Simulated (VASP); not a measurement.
These are PBE GGA, VASP's PBE PAW potentials (set 64) (plane waves; VASP) values and carry that method's errors.

VASP ran on this input.

### POSCAR
```
Al35N35Si
1
    4.6932676572    -8.1289780179     0.0000000000
    4.6932676572     8.1289780179     0.0000000000
    0.0000000000     0.0000000000    10.0192026156
Al N Si
35 35 1
Direct
  0.2222220000   0.1111110000   0.2500000000
  0.1111110000   0.2222220000   0.0000000000
  0.2222220000   0.1111110000   0.7500000000
  0.1053260000   0.2217910000   0.4987370000
  0.2255760000   0.4447980000   0.2520200000
  0.1111110000   0.5555560000   0.0000000000
  0.2160990000   0.4411860000   0.7524350000
  0.1070830000   0.5576090000   0.4995190000
  0.2222220000   0.7777780000   0.2500000000
  0.1111110000   0.8888890000   0.0000000000
  0.2222220000   0.7777780000   0.7500000000
  0.1111110000   0.8888890000   0.5000000000
  0.5555560000   0.1111110000   0.2500000000
  0.4444440000   0.2222220000   0.0000000000
  0.5555560000   0.1111110000   0.7500000000
  0.4444440000   0.2222220000   0.5000000000
  0.5555560000   0.4444440000   0.2500000000
  0.4444440000   0.5555560000   0.0000000000
  0.5555560000   0.4444440000   0.7500000000
  0.5555560000   0.7777780000   0.2500000000
  0.4444440000   0.8888890000   0.0000000000
  0.5555560000   0.7777780000   0.7500000000
  0.4444440000   0.8888890000   0.5000000000
  0.8888890000   0.1111110000   0.2500000000
  0.7777780000   0.2222220000   0.0000000000
  0.8888890000   0.1111110000   0.7500000000
  0.7777780000   0.2222220000   0.5000000000
  0.8888890000   0.4444440000   0.2500000000
  0.7777780000   0.5555560000   0.0000000000
  0.8888890000   0.4444440000   0.7500000000
  0.7777780000   0.5555560000   0.5000000000
  0.8888890000   0.7777780000   0.2500000000
  0.7777780000   0.8888890000   0.0000000000
  0.8888890000   0.7777780000   0.7500000000
  0.7777780000   0.8888890000   0.5000000000
  0.2234870000   0.1101270000   0.4413940000
  0.1062270000   0.2211310000   0.1894160000
  0.2222220000   0.1111110000   0.9410000000
  0.1081690000   0.2168060000   0.6907480000
  0.1178430000   0.5571310000   0.1934760000
  0.2222220000   0.4444440000   0.9410000000
  0.1123580000   0.5512530000   0.6891520000
  0.2214140000   0.7724210000   0.4380750000
  0.1111110000   0.8888890000   0.1910000000
  0.2222220000   0.7777780000   0.9410000000
  0.1111110000   0.8888890000   0.6910000000
  0.5555560000   0.1111110000   0.4410000000
  0.4444440000   0.2222220000   0.1910000000
  0.5555560000   0.1111110000   0.9410000000
  0.4444440000   0.2222220000   0.6910000000
  0.5622060000   0.4478390000   0.4399230000
  0.4379690000   0.5530850000   0.1888870000
  0.5555560000   0.4444440000   0.9410000000
  0.4460880000   0.5590640000   0.6886670000
  0.5564490000   0.7750140000   0.4394630000
  0.4444440000   0.8888890000   0.1910000000
  0.5555560000   0.7777780000   0.9410000000
  0.4444440000   0.8888890000   0.6910000000
  0.8888890000   0.1111110000   0.4410000000
  0.7777780000   0.2222220000   0.1910000000
  0.8888890000   0.1111110000   0.9410000000
  0.7777780000   0.2222220000   0.6910000000
  0.8888890000   0.4444440000   0.4410000000
  0.7777780000   0.5555560000   0.1910000000
  0.8888890000   0.4444440000   0.9410000000
  0.7777780000   0.5555560000   0.6910000000
  0.8888890000   0.7777780000   0.4410000000
  0.7777780000   0.8888890000   0.1910000000
  0.8888890000   0.7777780000   0.9410000000
  0.7777780000   0.8888890000   0.6910000000
  0.4376220000   0.5518120000   0.5035520000
```

**KPOINTS**
```
Automatic mesh
0
G
1 1 1
```

### INCAR
```
ALGO = Fast
EDIFF = 1E-5
EDIFFG = -0.03
ENCUT = 400
GGA = PE
IBRION = 2
ISIF = 2
ISMEAR = 0
ISPIN = 2
ISYM = 0
LASPH = T
LCHARG = F
LORBIT = 10
LREAL = Auto
LWAVE = T
MAGMOM = 71*0.0141
NELECT = 285.0
NELM = 100
NELMIN = 4
NSW = 70
NUPDOWN = 1
PREC = Normal
SIGMA = 0.05
SYSTEM = Al35N35Si
```

POTCAR, in this order: Al N Si (PBE.64 set). Program: vasp_gam.

What VASP printed:

File OSZICAR:
```
...
RMM:   6    -0.509594129904E+03   -0.35899E-04   -0.68238E-04   749   0.528E-02    0.464E-02
RMM:   7    -0.509594150388E+03   -0.20484E-04   -0.15986E-04   736   0.270E-02    0.182E-02
RMM:   8    -0.509594154858E+03   -0.44693E-05   -0.43818E-05   523   0.134E-02
   6 F= -.50959415E+03 E0= -.50959415E+03  d E =-.133673E+00  mag=     1.0000
       N       E                     dE             d eps       ncg     rms          rms(c)
DAV:   1    -0.509594730199E+03   -0.57981E-03   -0.21180E-01   848   0.117E+00    0.879E-02
RMM:   2    -0.509594935863E+03   -0.20566E-03   -0.37984E-03   720   0.136E-01    0.426E-02
RMM:   3    -0.509594911578E+03    0.24285E-04   -0.46939E-04   721   0.490E-02    0.265E-02
RMM:   4    -0.509594902876E+03    0.87012E-05   -0.13818E-04   702   0.239E-02    0.121E-02
RMM:   5    -0.509594904734E+03   -0.18578E-05   -0.19897E-05   459   0.959E-03
   7 F= -.50959490E+03 E0= -.50959490E+03  d E =-.134423E+00  mag=     1.0000
       N       E                     dE             d eps       ncg     rms          rms(c)
DAV:   1    -0.509641145376E+03   -0.46242E-01   -0.11838E+01   728   0.876E+00    0.630E-01
RMM:   2    -0.509656888344E+03   -0.15743E-01   -0.22531E-01   720   0.109E+00    0.347E-01
RMM:   3    -0.509655888640E+03    0.99970E-03   -0.24898E-02   724   0.373E-01    0.234E-01
RMM:   4    -0.509654831255E+03    0.10574E-02   -0.94656E-03   720   0.203E-01    0.832E-02
RMM:   5    -0.509654947138E+03   -0.11588E-03   -0.15235E-03   762   0.805E-02    0.569E-02
RMM:   6    -0.509654957669E+03   -0.10531E-04   -0.38988E-04   729   0.383E-02    0.306E-02
RMM:   7    -0.509654963735E+03   -0.60660E-05   -0.71157E-05   628   0.180E-02
   8 F= -.50965496E+03 E0= -.50965496E+03  d E =-.600590E-01  mag=     1.0000
       N       E                     dE             d eps       ncg     rms          rms(c)
DAV:   1    -0.509655704081E+03   -0.74641E-03   -0.24992E-01   824   0.128E+00    0.895E-02
RMM:   2    -0.509656026615E+03   -0.32253E-03   -0.46414E-03   720   0.156E-01    0.497E-02
RMM:   3    -0.509656010670E+03    0.15946E-04   -0.53629E-04   724   0.543E-02    0.330E-02
RMM:   4    -0.509655991628E+03    0.19042E-04   -0.19168E-04   720   0.292E-02    0.130E-02
RMM:   5    -0.509655994950E+03   -0.33220E-05   -0.32176E-05   495   0.119E-02
   9 F= -.50965599E+03 E0= -.50965599E+03  d E =-.610902E-01  mag=     1.0000
       N       E                     dE             d eps       ncg     rms          rms(c)
DAV:   1    -0.509673523374E+03   -0.17532E-01   -0.57274E+00   720   0.619E+00    0.411E-01
RMM:   2    -0.509679835617E+03   -0.63122E-02   -0.93060E-02   720   0.692E-01    0.205E-01
RMM:   3    -0.509679514657E+03    0.32096E-03   -0.10802E-02   722   0.242E-01    0.131E-01
RMM:   4    -0.509679229439E+03    0.28522E-03   -0.33787E-03   721   0.122E-01    0.471E-02
RMM:   5    -0.509679283612E+03   -0.54174E-04   -0.58439E-04   776   0.486E-02    0.342E-02
RMM:   6    -0.509679288924E+03   -0.53113E-05   -0.92383E-05   714   0.210E-02
  10 F= -.50967929E+03 E0= -.50967929E+03  d E =-.232940E-01  mag=     1.0000
       N       E                     dE             d eps       ncg     rms          rms(c)
DAV:   1    -0.509680379263E+03   -0.10957E-02   -0.66231E-01   768   0.210E+00    0.139E-01
RMM:   2    -0.509681105863E+03   -0.72660E-03   -0.10734E-02   720   0.235E-01    0.698E-02
RMM:   3    -0.509681070744E+03    0.35119E-04   -0.12717E-03   722   0.830E-02    0.443E-02
RMM:   4    -0.509681041186E+03    0.29558E-04   -0.39400E-04   721   0.416E-02    0.177E-02
RMM:   5    -0.509681047788E+03   -0.66017E-05   -0.69691E-05   596   0.167E-02
  11 F= -.50968105E+03 E0= -.50968105E+03  d E =-.250528E-01  mag=     1.0000
       N       E                     dE             d eps       ncg     rms          rms(c)
DAV:   1    -0.509688195819E+03   -0.71546E-02   -0.38660E+00   720   0.508E+00    0.334E-01
RMM:   2    -0.509692429152E+03   -0.42333E-02   -0.61524E-02   720   0.566E-01    0.166E-01
RMM:   3    -0.509692227267E+03    0.20189E-03   -0.71700E-03   721   0.199E-01    0.106E-01
RMM:   4    -0.509692039675E+03    0.18759E-03   -0.23501E-03   722   0.100E-01    0.372E-02
RMM:   5    -0.509692075993E+03   -0.36317E-04   -0.40977E-04   781   0.401E-02    0.278E-02
RMM:   6    -0.509692079842E+03   -0.38491E-05   -0.57551E-05   602   0.170E-02
  12 F= -.50969208E+03 E0= -.50969208E+03  d E =-.110321E-01  mag=     1.0000
       N       E                     dE             d eps       ncg     rms          rms(c)
DAV:   1    -0.509692138114E+03   -0.62122E-04   -0.30179E-02   832   0.448E-01    0.298E-02
RMM:   2    -0.509692170972E+03   -0.32858E-04   -0.48161E-04   720   0.501E-02    0.153E-02
RMM:   3    -0.509692170021E+03    0.95090E-06   -0.62062E-05   616   0.183E-02    0.999E-03
RMM:   4    -0.509692168985E+03    0.10357E-05   -0.15987E-05   437   0.863E-03
  13 F= -.50969217E+03 E0= -.50969217E+03  d E =-.111212E-01  mag=     1.0000
       N       E                     dE             d eps       ncg     rms          rms(c)
DAV:   1    -0.509694899950E+03   -0.27299E-02   -0.15159E+00   720   0.319E+00    0.212E-01
RMM:   2    -0.509696723780E+03   -0.18238E-02   -0.26202E-02   720   0.374E-01    0.113E-01
RMM:   3    -0.509696664339E+03    0.59441E-04   -0.31225E-03   724   0.131E-01    0.743E-02
RMM:   4    -0.509696576199E+03    0.88140E-04   -0.10952E-03   723   0.690E-02    0.253E-02
RMM:   5    -0.509696590909E+03   -0.14709E-04   -0.19034E-04   777   0.277E-02    0.191E-02
RMM:   6    -0.509696593598E+03   -0.26896E-05   -0.33462E-05   494   0.123E-02
  14 F= -.50969659E+03 E0= -.50969659E+03  d E =-.442461E-02  mag=     1.0000
       N       E                     dE             d eps       ncg     rms          rms(c)
DAV:   1    -0.509696593917E+03   -0.30079E-05   -0.45346E-04   768   0.558E-02    0.716E-03
RMM:   2    -0.509696594424E+03   -0.50707E-06   -0.11128E-05   427   0.762E-03    0.431E-03
RMM:   3    -0.509696594409E+03    0.14230E-07   -0.10347E-06   395   0.253E-03    0.303E-03
RMM:   4    -0.509696594324E+03    0.85232E-07   -0.46912E-08   143   0.120E-03
  15 F= -.50969659E+03 E0= -.50969659E+03  d E =-.442534E-02  mag=     1.0000
       N       E                     dE             d eps       ncg     rms          rms(c)
DAV:   1    -0.509697763903E+03   -0.11695E-02   -0.61270E-01   728   0.203E+00    0.130E-01
RMM:   2    -0.509698434921E+03   -0.67102E-03   -0.99102E-03   720   0.229E-01    0.678E-02
RMM:   3    -0.509698402356E+03    0.32566E-04   -0.11747E-03   724   0.805E-02    0.436E-02
RMM:   4    -0.509698369693E+03    0.32662E-04   -0.39493E-04   720   0.414E-02    0.149E-02
RMM:   5    -0.509698375507E+03   -0.58138E-05   -0.66357E-05   588   0.166E-02
  16 F= -.50969838E+03 E0= -.50969838E+03  d E =-.178118E-02  mag=     1.0000
       N       E                     dE             d eps       ncg     rms          rms(c)
DAV:   1    -0.509698385704E+03   -0.16011E-04   -0.68652E-03   856   0.215E-01    0.147E-02
RMM:   2    -0.509698394354E+03   -0.86496E-05   -0.12263E-04   717   0.259E-02    0.893E-03
RMM:   3    -0.509698394050E+03    0.30407E-06   -0.15660E-05   438   0.941E-03    0.608E-03
RMM:   4    -0.509698393766E+03    0.28378E-06   -0.46413E-06   415   0.458E-03
  17 F= -.50969839E+03 E0= -.50969839E+03  d E =-.179944E-02  mag=     1.0000
       N       E                     dE             d eps       ncg     rms          rms(c)
DAV:   1    -0.509698975558E+03   -0.58151E-03   -0.36827E-01   724   0.156E+00    0.991E-02
RMM:   2    -0.509699399703E+03   -0.42415E-03   -0.57760E-03   720   0.174E-01    0.507E-02
RMM:   3    -0.509699386990E+03    0.12713E-04   -0.66898E-04   721   0.607E-02    0.320E-02
RMM:   4    -0.509699369226E+03    0.17764E-04   -0.21621E-04   720   0.311E-02    0.107E-02
RMM:   5    -0.509699373073E+03   -0.38465E-05   -0.40713E-05   524   0.125E-02
  18 F= -.50969937E+03 E0= -.50969937E+03  d E =-.979306E-03  mag=     1.0000
```

### OUTCAR
```
------------------------ aborting loop because EDIFF is reached ----------------------------------------
  FORCE on cell =-STRESS in cart. coord.  units (eV):
  Direction    XX          YY          ZZ          XY          YZ          ZX
  --------------------------------------------------------------------------------------
  Total       -3.3445575     -6.7438600     -6.8646711     -4.5670637     -2.5434885      4.9697172
  in kB       -7.0093027    -14.1333366    -14.3865245     -9.5713506     -5.3304753     10.4152052
  external PRESSURE =     -11.8430546 kB  Pullay stress =       0.0000000 kB
  volume of cell :      764.49
      direct lattice vectors                 reciprocal lattice vectors
     4.693267657 -8.128978018  0.000000000     0.106535582 -0.061508347  0.000000000
     4.693267657  8.128978018  0.000000000     0.106535582  0.061508347  0.000000000
     0.000000000  0.000000000 10.019202616     0.000000000  0.000000000  0.099808342
  FREE ENERGIE OF THE ION-ELECTRON SYSTEM (eV)
  ---------------------------------------------------
  free  energy   TOTEN  =      -509.6993730725 eV

  energy  without entropy=     -509.6993730725  energy(sigma->0) =     -509.69937307

 total charge

# of ion       s       p       d       tot
------------------------------------------
    1        0.362   0.434   0.000   0.795
    2        0.363   0.437   0.000   0.799
    3        0.363   0.439   0.000   0.802
    4        0.357   0.368   0.000   0.725
    5        0.383   0.404   0.000   0.788
    6        0.363   0.436   0.000   0.798
    7        0.352   0.422   0.000   0.773
    8        0.362   0.374   0.000   0.736
    9        0.362   0.433   0.000   0.795
   10        0.362   0.435   0.000   0.797
   11        0.364   0.439   0.000   0.802
   12        0.361   0.415   0.000   0.777
   13        0.362   0.434   0.000   0.796
   14        0.362   0.435   0.000   0.797
   15        0.363   0.435   0.000   0.797
   16        0.359   0.425   0.000   0.785
   17        0.360   0.425   0.000   0.785
   18        0.362   0.435   0.000   0.797
   19        0.365   0.445   0.000   0.810
   20        0.360   0.426   0.000   0.786
   21        0.362   0.435   0.000   0.797
   22        0.365   0.445   0.000   0.810
   23        0.359   0.425   0.000   0.784
   24        0.361   0.432   0.000   0.792
   25        0.362   0.436   0.000   0.798
   26        0.363   0.440   0.000   0.803
   27        0.360   0.430   0.000   0.790
   28        0.360   0.431   0.000   0.792
   29        0.362   0.435   0.000   0.797
   30        0.363   0.440   0.000   0.803
   31        0.367   0.440   0.000   0.807
   32        0.362   0.435   0.000   0.797
   33        0.362   0.435   0.000   0.796
   34        0.362   0.434   0.000   0.797
   35        0.366   0.437   0.000   0.803
   36        1.233   2.540   0.000   3.774
   37        1.237   2.585   0.000   3.822
   38        1.230   2.593   0.000   3.823
   39        1.238   2.577   0.000   3.815
   40        1.237   2.584   0.000   3.820
   41        1.228   2.583   0.000   3.811
   42        1.238   2.579   0.000   3.817
   43        1.233   2.541   0.000   3.774
   44        1.229   2.587   0.000   3.816
   45        1.230   2.593   0.000   3.823
   46        1.229   2.595   0.000   3.825
   47        1.228   2.577   0.000   3.805
   48        1.228   2.588   0.000   3.817
   49        1.229   2.593   0.000   3.822
   50        1.229   2.594   0.000   3.823
   51        1.232   2.564   0.000   3.796
   52        1.234   2.579   0.000   3.814
   53        1.229   2.599   0.000   3.828
   54        1.244   2.595   0.000   3.839
   55        1.231   2.556   0.000   3.787
   56        1.228   2.589   0.000   3.817
   57        1.229   2.599   0.000   3.828
   58        1.229   2.594   0.000   3.822
   59        1.235   2.579   0.000   3.814
   60        1.229   2.592   0.000   3.820
   61        1.229   2.594   0.000   3.823
   62        1.229   2.593   0.000   3.822
   63        1.235   2.586   0.000   3.821
   64        1.228   2.590   0.000   3.818
   65        1.229   2.594   0.000   3.824
   66        1.230   2.603   0.000   3.833
   67        1.230   2.604   0.000   3.834
   68        1.228   2.589   0.000   3.817
   69        1.229   2.590   0.000   3.819
   70        1.230   2.603   0.000   3.833
   71        0.732   0.853   0.000   1.586
--------------------------------------------------
tot         56.504 106.380   0.000 162.885

 magnetization (x)

# of ion       s       p       d       tot
------------------------------------------
    1       -0.000  -0.000   0.000  -0.000
    2        0.000   0.001   0.000   0.001
    3        0.002   0.003   0.000   0.005
    4        0.012   0.029   0.000   0.041
    5        0.016   0.018   0.000   0.034
    6        0.000   0.001   0.000   0.001
    7       -0.000   0.002   0.000   0.001
    8        0.015   0.031   0.000   0.047
    9       -0.000  -0.000   0.000  -0.000
   10        0.000   0.001   0.000   0.001
...
```
(Selected blocks of OUTCAR.)

**CONTCAR**
```
Al35N35Si
   1.00000000000000
     4.6932676571999998   -8.1289780178999997    0.0000000000000000
     4.6932676571999998    8.1289780178999997    0.0000000000000000
     0.0000000000000000    0.0000000000000000   10.0192026155999994
  Al              N               Si
    35    35     1
Direct
     0.2205932536964920    0.1131081631984793    0.2495904019211880
     0.1116969041208000    0.2226134524502554    0.9930437173736710
     0.2233282245494602    0.1119825580409842    0.7478752045368334
     0.1131998087484911    0.2488003480584035    0.4944893545755727
     0.2105938445654519    0.4375989331193804    0.2526606145501233
     0.1119012053195228    0.5555271434470399    0.9935927126651222
     0.2269728456458339    0.4468559400508588    0.7377218514218298
     0.1091251336994197    0.5316541533318968    0.4957372485141165
     0.2204440156581634    0.7736230486431258    0.2496226861721123
     0.1127755533791975    0.8897597658279741    0.0009008051739538
     0.2232965489686867    0.7784163288857998    0.7484104270328672
     0.1124039678564379    0.8897610248538296    0.4984473835850097
     0.5548935861011454    0.1104326346197989    0.2517328817244489
     0.4447162581414165    0.2219640656171913    0.0013725951694760
     0.5564478768133321    0.1115017460175471    0.7497785513834815
     0.4417109279303363    0.2238837789649341    0.5005617006465740
     0.5512607097699754    0.4461252028120898    0.2513546490833145
     0.4428355767392790    0.5546266530953123    0.9978178675176195
     0.5624833983257174    0.4452993761294529    0.7534464694067760
     0.5510339681774957    0.7710092404726121    0.2514256117786222
     0.4447537826715868    0.8891391850261301    0.0015298932605628
     0.5624199297342577    0.7835689933341812    0.7532975222627367
     0.4412333718312554    0.8834142061525554    0.5006962391072647
     0.8885080689703558    0.1106668759557547    0.2499141423815072
     0.7779311432761852    0.2220739957964618    0.9995873667618836
     0.8917530822350451    0.1133356965145713    0.7479537223481952
     0.7783207894862294    0.2222189475123201    0.4987910114879641
     0.8884806997687099    0.4440252870277222    0.2497527730498031
     0.7784186926897363    0.5555285194408445    0.0017944908872629
     0.8915247018872755    0.4449361252262656    0.7487351241753243
     0.7789658640515419    0.5586504485891181    0.5017677266207728
     0.8887580445473288    0.7775205400083010    0.2504704262138643
     0.7783656462012012    0.8894525015808309    0.0017340236207449
     0.8918680205711882    0.7793477052165529    0.7511882062119354
     0.7786215432452994    0.8867855549433384    0.5015035316200174
     0.2209218721433866    0.1180270677987306    0.4405433470625407
     0.1068198204963626    0.2160472662648093    0.1817227076784781
     0.2242136442024987    0.1104900542392577    0.9395448427522340
     0.1123727770672333    0.2212598382631356    0.6914675992010230
     0.1073074781809311    0.5564525626937797    0.1826114599211285
     0.2240257992431148    0.4452887037423117    0.9333983097220983
     0.1120688068904920    0.5582452222546641    0.6922498193917881
     0.2202133200670416    0.7685931591530587    0.4408509363157366
     0.1117014965015653    0.8889257976166193    0.1925338514834559
     0.2241585355179792    0.7802421385847382    0.9400305144989124
     0.1131447744227803    0.8900299488782890    0.6899115163470962
     0.5517315434611595    0.1085922620665758    0.4428599827932557
     0.4447652705449212    0.2229990470814477    0.1934113614493125
     0.5553991071768235    0.1108634411163249    0.9418104355183019
     0.4468482446639316    0.2241024476458455    0.6916488520520945
     0.5526518117176851    0.4527813055722113    0.4470830929333449
     0.4390201529656813    0.5525542190657735    0.1880777080737031
     0.5567948547726586    0.4437672755642432    0.9431947288157264
     0.4624838204189084    0.5644539743536544    0.6957910686131039
     0.5504842238074087    0.7636085845193192    0.4472255461296977
     0.4446053273531465    0.8877650207694466    0.1936000281060778
     0.5567285623525958    0.7794107715064291    0.9431413406514730
     0.4466762117076728    0.8891311128979664    0.6917403380559112
     0.8802585888010031    0.1030751332896728    0.4396755401035958
     0.7762016842843148    0.2211853760333154    0.1906195326479133
     0.8872299390427123    0.1101262816787006    0.9393515342253183
     0.7778126513272429    0.2223031920680349    0.6908652012939979
     0.8792328672645798    0.4434276429028300    0.4395521717246937
     0.7747198749933152    0.5549761492074363    0.1927876130741715
     0.8873628568336566    0.4435989435724573    0.9399945705826944
     0.7819576734312538    0.5576140359655933    0.6925765932036695
     0.8903894659104657    0.7784953467143007    0.4413345369020378
     0.7745148008317257    0.8859490765034340    0.1929673994916072
     0.8900851496365360    0.7783417002725554    0.9429410961235959
     0.7817964779259118    0.8908926318638027    0.6922781197234741
     0.4333595246674390    0.5477971283173162    0.5127717690942468
```

At this cut-off the stress carries a Pulay error, which pulls relaxed volumes low. The cell is charged, with a uniform compensating background. The supercell is sampled at Γ alone, which is coarse: total energies, pressure and levels can be off, energies of defects by several tenths of an eV.

The cell is a supercell with a defect, built from AlN (wurtzite): Si_Al-vac_N, charge -1.
